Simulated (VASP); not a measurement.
# BSbP2: structure and properties in VASP, part 2 of 2

Aim: relax BSbP2, then compute properties on the relaxed cell. The cell is invented: it takes the structure of COD entry 9008835, BP (space group 216 there), with some of its atoms replaced by other elements, volume scaled by an estimate. It may not be a known or stable phase. The atoms of the start are displaced at random from the sites of a P-4m2 cell.

VASP 6.6.1; vdW-DF2; plane waves and PAW (Sb, P, B); invented cell.

Still holding for the runs below: The k-mesh is coarse for a metal.

So far. Step 9 (Volume scan with vdW-DF2 (run 2)): The pressure falls from 5.18 to 3.27 GPa. Step 9 (Volume scan with vdW-DF2 (run 2)): The run ends at a pressure of 3.27 GPa, with forces up to 0.34 eV/Å.

## 10. Volume scan with vdW-DF2 (run 3)

Input file INCAR:

```
SYSTEM = BSbP2
PREC = Accurate
ENCUT = 420
EDIFF = 1E-06
NELM = 100
ISMEAR = 0
SIGMA = 0.05
LREAL = .FALSE.
ALGO = Normal
GGA = ML
AGGAC = 0
LUSE_VDW = .TRUE.
ZAB_VDW = -1.8867
LASPH = .TRUE.
NBANDS = 15
LORBIT = 11
LWAVE = .FALSE.
LCHARG = .FALSE.
KPAR = 2
ISIF = 2
```

Input file POSCAR:

```
BSbP2
1.0
    3.1957762440     -0.0008080941      0.0023429014
    0.0004381491      3.4911833894      0.5097374338
    0.0164847935      0.6893541405      7.4114647534
Sb P B
1 2 1
Direct
    0.9975070322      0.1552607656      0.0651020742
    0.9946976869      0.5262701779      0.3246090034
    0.4929352391      0.8727276132      0.6335608377
    0.4936240417      0.4499054433      0.4783000846
```

Input file KPOINTS:

```
Automatic mesh
0
Gamma
7 7 3
0 0 0
```

Potentials, in the order of the species: Sb, P and B (PBE family, release 64).

On the command line:

```console
> mpirun -np 2 vasp_std
```

The job ended after 29 s (2 MPI ranks of Intel Xeon 6975P-C (Granite Rapids), shared host; peak memory 0.8 GiB; 56 s of CPU time).

The pressure falls from 3.27 to 1.55 GPa.

The run ends at a pressure of 1.55 GPa, with forces up to 0.17 eV/Å.

## 11. Volume scan with vdW-DF2 (run 4)

INCAR is that of step 10.

Input file POSCAR:

```
BSbP2
1.0
    3.2173699818     -0.0008135544      0.0023587323
    0.0004411097      3.5147731819      0.5131817101
    0.0165961806      0.6940120800      7.4615437371
Sb P B
1 2 1
Direct
    0.9975070322      0.1552607656      0.0651020742
    0.9946976869      0.5262701779      0.3246090034
    0.4929352391      0.8727276132      0.6335608377
    0.4936240417      0.4499054433      0.4783000846
```

KPOINTS is that of step 10.

On the command line:

```console
> mpirun -np 2 vasp_std
```

It took 29 s on 2 MPI ranks; peak memory 0.8 GiB.

The pressure falls from 1.55 to 0.00 GPa.

The run ends at a pressure of 0.00 GPa, with forces up to 0.0072 eV/Å.

## 12. Volume scan with vdW-DF2 (run 5)

INCAR is that of step 11.

Input file POSCAR:

```
BSbP2
1.0
    3.2386776887     -0.0008189423      0.0023743535
    0.0004440310      3.5380505039      0.5165803635
    0.0167060923      0.6986083204      7.5109593741
Sb P B
1 2 1
Direct
    0.9975070322      0.1552607656      0.0651020742
    0.9946976869      0.5262701779      0.3246090034
    0.4929352391      0.8727276132      0.6335608377
    0.4936240417      0.4499054433      0.4783000846
```

KPOINTS is that of step 11.

On the command line:

```console
> mpirun -np 2 vasp_std
```

The job ended after 30 s (2 MPI ranks; peak memory 0.79 GiB).

The pressure falls from 0.00 to -1.39 GPa.

The run ends at a pressure of -1.39 GPa, with forces up to 0.15 eV/Å.

## 13. Volume scan with vdW-DF2 (run 6)

INCAR is that of step 12.

Input file POSCAR:

```
BSbP2
1.0
    3.2597086526     -0.0008242603      0.0023897718
    0.0004469144      3.5610255015      0.5199348755
    0.0168145764      0.7031448652      7.5597332043
Sb P B
1 2 1
Direct
    0.9975070322      0.1552607656      0.0651020742
    0.9946976869      0.5262701779      0.3246090034
    0.4929352391      0.8727276132      0.6335608377
    0.4936240417      0.4499054433      0.4783000846
```

KPOINTS is that of step 12.

On the command line:

```console
> mpirun -np 2 vasp_std
```

Wall time 32 s (2 MPI ranks); peak memory 0.83 GiB; 62 s of CPU time.

The pressure falls from -1.39 to -2.65 GPa.

The run ends at a pressure of -2.65 GPa, with forces up to 0.29 eV/Å.

## 14. Volume scan with vdW-DF2 (run 7)

INCAR is that of step 13.

Input file POSCAR:

```
BSbP2
1.0
    3.2804716879     -0.0008295105      0.0024049937
    0.0004497611      3.5837078042      0.5232466519
    0.0169216785      0.7076236157      7.6078856694
Sb P B
1 2 1
Direct
    0.9975070322      0.1552607656      0.0651020742
    0.9946976869      0.5262701779      0.3246090034
    0.4929352391      0.8727276132      0.6335608377
    0.4936240417      0.4499054433      0.4783000846
```

KPOINTS is that of step 13.

On the command line:

```console
> mpirun -np 2 vasp_std
```

Run time: 32 s. Hardware: 2 MPI ranks; peak memory 0.83 GiB; 62 s of CPU time.

The pressure falls from -2.65 to -3.78 GPa.

The run ends at a pressure of -3.78 GPa, with forces up to 0.42 eV/Å.

## 15. Fit for vdW-DF2

This step: Birch-Murnaghan fit, vdW-DF2; plane waves and PAW; invented cell (VASP 6.6.1).

No new run; the numbers come from the runs before.

Numbers from this step:

* pressure derivative of the bulk modulus: 4.256
* r.m.s. error of the fit: 3.32e-7 eV/atom
* minimum inside the sampled range: yes
* bulk modulus: 73.29 GPa
* equilibrium volume of the fit: 20.81 Å³/atom

Table of energy above the fitted minimum by volume:

```tsv
volume (Å³/atom)	energy above the fitted minimum (eV/atom)
19.559	0.0192
19.976	0.00825
20.392	0.00201
20.808	-4.2e-8
21.224	0.00181
21.640	0.00705
22.056	0.0154
```

The fitted volume lies +0.02 % from the relaxed one. The atoms bear forces along the scan, since they were held; freeing them would lower the modulus.

## 16. Volume scan with vdW-DF2 (run 8)

This step: vdW-DF2; plane waves and PAW (Sb, P, B); invented cell (VASP 6.6.1).

INCAR is that of step 14.

Input file POSCAR:

```
BSbP2
1.0
    3.1516909408     -0.0007969466      0.0023105814
    0.0004321049      3.4430229843      0.5027056745
    0.0162573880      0.6798445928      7.3092245944
Sb P B
1 2 1
Direct
    0.9975070322      0.1552607656      0.0651020742
    0.9946976869      0.5262701779      0.3246090034
    0.4929352391      0.8727276132      0.6335608377
    0.4936240417      0.4499054433      0.4783000846
```

KPOINTS is that of step 14.

On the command line:

```console
> mpirun -np 2 vasp_std
```

Run time: 30 s. Hardware: 2 MPI ranks; peak memory 0.8 GiB.

The pressure here is 5.18 GPa.

The run ends at a pressure of 5.18 GPa, with forces up to 0.54 eV/Å.

## 17. Volume scan with vdW-DF2 (run 9)

INCAR is that of step 16.

Input file POSCAR:

```
BSbP2
1.0
    3.1738866787     -0.0008025591      0.0023268536
    0.0004351480      3.4672704239      0.5062459719
    0.0163718804      0.6846323886      7.3606997030
Sb P B
1 2 1
Direct
    0.9975070322      0.1552607656      0.0651020742
    0.9946976869      0.5262701779      0.3246090034
    0.4929352391      0.8727276132      0.6335608377
    0.4936240417      0.4499054433      0.4783000846
```

KPOINTS is that of step 16.

On the command line:

```console
> mpirun -np 2 vasp_std
```

It took 29 s on 2 MPI ranks; peak memory 0.8 GiB; 56 s of CPU time.

The pressure falls from 5.18 to 3.27 GPa.

The run ends at a pressure of 3.27 GPa, with forces up to 0.34 eV/Å.

## 18. Volume scan with vdW-DF2 (run 10)

INCAR is that of step 17.

Input file POSCAR:

```
BSbP2
1.0
    3.1957762440     -0.0008080941      0.0023429014
    0.0004381491      3.4911833894      0.5097374338
    0.0164847935      0.6893541405      7.4114647534
Sb P B
1 2 1
Direct
    0.9975070322      0.1552607656      0.0651020742
    0.9946976869      0.5262701779      0.3246090034
    0.4929352391      0.8727276132      0.6335608377
    0.4936240417      0.4499054433      0.4783000846
```

KPOINTS is that of step 17.

On the command line:

```console
> mpirun -np 2 vasp_std
```

Run time: 29 s. Hardware: 2 MPI ranks; peak memory 0.8 GiB; 56 s of CPU time.

The pressure falls from 3.27 to 1.55 GPa.

The run ends at a pressure of 1.55 GPa, with forces up to 0.17 eV/Å.

## 19. Volume scan with vdW-DF2 (run 11)

INCAR is that of step 18.

Input file POSCAR:

```
BSbP2
1.0
    3.2173699818     -0.0008135544      0.0023587323
    0.0004411097      3.5147731819      0.5131817101
    0.0165961806      0.6940120800      7.4615437371
Sb P B
1 2 1
Direct
    0.9975070322      0.1552607656      0.0651020742
    0.9946976869      0.5262701779      0.3246090034
    0.4929352391      0.8727276132      0.6335608377
    0.4936240417      0.4499054433      0.4783000846
```

KPOINTS is that of step 18.

On the command line:

```console
> mpirun -np 2 vasp_std
```

It took 30 s on 2 MPI ranks; peak memory 0.81 GiB.

The pressure falls from 1.55 to 0.00 GPa.

The run ends at a pressure of 0.00 GPa, with forces up to 0.0072 eV/Å.

## 20. Volume scan with vdW-DF2 (run 12)

INCAR is that of step 19.

Input file POSCAR:

```
BSbP2
1.0
    3.2386776887     -0.0008189423      0.0023743535
    0.0004440310      3.5380505039      0.5165803635
    0.0167060923      0.6986083204      7.5109593741
Sb P B
1 2 1
Direct
    0.9975070322      0.1552607656      0.0651020742
    0.9946976869      0.5262701779      0.3246090034
    0.4929352391      0.8727276132      0.6335608377
    0.4936240417      0.4499054433      0.4783000846
```

KPOINTS is that of step 19.

On the command line:

```console
> mpirun -np 2 vasp_std
```

Elapsed: 30 s, on 2 MPI ranks; peak memory 0.8 GiB.

The pressure falls from 0.00 to -1.39 GPa.

The run ends at a pressure of -1.39 GPa, with forces up to 0.15 eV/Å.

## 21. Volume scan with vdW-DF2 (run 13)

INCAR is that of step 20.

Input file POSCAR:

```
BSbP2
1.0
    3.2597086526     -0.0008242603      0.0023897718
    0.0004469144      3.5610255015      0.5199348755
    0.0168145764      0.7031448652      7.5597332043
Sb P B
1 2 1
Direct
    0.9975070322      0.1552607656      0.0651020742
    0.9946976869      0.5262701779      0.3246090034
    0.4929352391      0.8727276132      0.6335608377
    0.4936240417      0.4499054433      0.4783000846
```

KPOINTS is that of step 20.

On the command line:

```console
> mpirun -np 2 vasp_std
```

Run time: 32 s. Hardware: 2 MPI ranks; peak memory 0.83 GiB; 62 s of CPU time.

The pressure falls from -1.39 to -2.65 GPa.

The run ends at a pressure of -2.65 GPa, with forces up to 0.29 eV/Å.

## 22. Volume scan with vdW-DF2 (run 14)

INCAR is that of step 21.

Input file POSCAR:

```
BSbP2
1.0
    3.2804716879     -0.0008295105      0.0024049937
    0.0004497611      3.5837078042      0.5232466519
    0.0169216785      0.7076236157      7.6078856694
Sb P B
1 2 1
Direct
    0.9975070322      0.1552607656      0.0651020742
    0.9946976869      0.5262701779      0.3246090034
    0.4929352391      0.8727276132      0.6335608377
    0.4936240417      0.4499054433      0.4783000846
```

KPOINTS is that of step 21.

On the command line:

```console
> mpirun -np 2 vasp_std
```

Elapsed: 32 s, on 2 MPI ranks; peak memory 0.83 GiB; 62 s of CPU time.

The pressure falls from -2.65 to -3.78 GPa.

The run ends at a pressure of -3.78 GPa, with forces up to 0.42 eV/Å.

## 23. Comparing the runs

Times are for 2 MPI ranks of Intel Xeon 6975P-C (Granite Rapids), shared host. Results by setting:

```tsv
no.	volume scale	energy above the lowest point (meV/atom)	pressure (GPa)	time	memory (GiB)
1	0.94	19.21	5.181	29 s	0.79
2	0.94	19.21	5.181	30 s	0.8
3	0.96	8.25	3.270	29 s	0.8
4	0.96	8.25	3.270	29 s	0.8
5	0.98	2.01	1.549	29 s	0.8
6	0.98	2.01	1.549	29 s	0.8
7	1	0	5.32e-4	29 s	0.8
8	1	0	5.32e-4	30 s	0.81
9	1.02	1.81	-1.394	30 s	0.79
10	1.02	1.81	-1.394	30 s	0.8
11	1.04	7.05	-2.649	32 s	0.83
12	1.04	7.05	-2.649	32 s	0.83
13	1.06	15.38	-3.780	32 s	0.83
14	1.06	15.38	-3.780	32 s	0.83
```

## 24. Fit for vdW-DF2 (run 2)

This step: Birch-Murnaghan fit, vdW-DF2; plane waves and PAW; invented cell (VASP 6.6.1).

No new run; the numbers come from the runs before.

The energy above the fitted minimum by volume:

```tsv
volume (Å³/atom)	energy above the fitted minimum (eV/atom)
19.559	0.0192
19.976	0.00825
20.392	0.00201
20.808	-4.2e-8
21.224	0.00181
21.640	0.00705
22.056	0.0154
```

The fitted volume lies +0.02 % from the relaxed one. The atoms bear forces along the scan, since they were held; freeing them would lower the modulus.

## 25. Relaxing the atoms (vdW-DF2), changed input

This step: vdW-DF2; plane waves and PAW (Sb, P, B); invented cell (VASP 6.6.1).

This run is made with a changed input; what comes of it follows.

Edit INCAR of step 22 so:

```diff
@@ -2,5 +2,5 @@
 PREC = Accurate
-ENCUT = 420
+ENCUT = 35
 EDIFF = 1E-06
-NELM = 100
+NELM = 54
 ISMEAR = 0
@@ -19,2 +19,5 @@
 KPAR = 2
+IBRION = 2
+NSW = 30
 ISIF = 2
+EDIFFG = -0.01
```

Input file POSCAR:

```
BSbP2
1.0
    3.2173699818     -0.0008135544      0.0023587323
    0.0004411097      3.5147731819      0.5131817101
    0.0165961806      0.6940120800      7.4615437371
Sb P B
1 2 1
Direct
    0.9975070322      0.1552607656      0.0651020742
    0.9946976869      0.5262701779      0.3246090034
    0.4929352391      0.8727276132      0.6335608377
    0.4936240417      0.4499054433      0.4783000846
```

KPOINTS is that of step 22.

On the command line:

```console
> mpirun -np 2 vasp_std
```

Elapsed: 3.2 s, on 2 MPI ranks.

The run ended with an error.

VASP's message: “EDDAV: Call to ZHEGV failed. Returncode = 1 2 14”. No number of this run is used.

The fault in the input: cutoff typed in rydberg (ENCUT = 35). ENCUT is in eV: 1 Ry is 13.6 eV.

## 26. Results

```yaml
relaxed_volume: 20.81 Å³/atom
relaxed_conventional_cell_a_b_c: 14.566, 3.552, 3.217 Å; angles 90.0, 90.2, 90.0°
space_group_after_relaxing_within_0p02_a_lengths_above_averaged_to_it: Cm (No. 8)
band_gap: none, a metal
dos_at_the_fermi_level: 0.899 states/eV/cell
bulk_modulus_from_the_fit: 73.3 GPa
volume_from_the_fit: 20.8 Å³/atom
```

With vdW-DF2, BSbP2 relaxes to 20.81 Å³/atom in space group Cm, comes out as a metal and has a bulk modulus of 73.3 GPa at fixed shape and positions, an upper bound. Bands along the symmetry lines (vdW-DF2): Of the bands kept, 3 cross the Fermi level on this path. Spin-orbit coupling is left out, and with elements this heavy it would split and shift bands near the Fermi level. The k-sampling is coarse for a metal, so the Fermi level, pressures and the shape of the cell carry errors. No search among competing phases was made. All values are for a static lattice at zero temperature.

[Lines on the potential files, build, host, timing and source positions are cut from VASP's logs without a mark.]

[Logs are printed without paths, hosts, clocks, repeated set-up lines and the standing remarks that a program may print on its own settings, such as how far it seeks lower states.]

[Hosts, paths, dates, database ids (printed as entryN), source tags and the programs' standing remarks are cut or masked in the printed files.]

[A measured line is paired with the nearest computed mode of its activity, which favours agreement.]
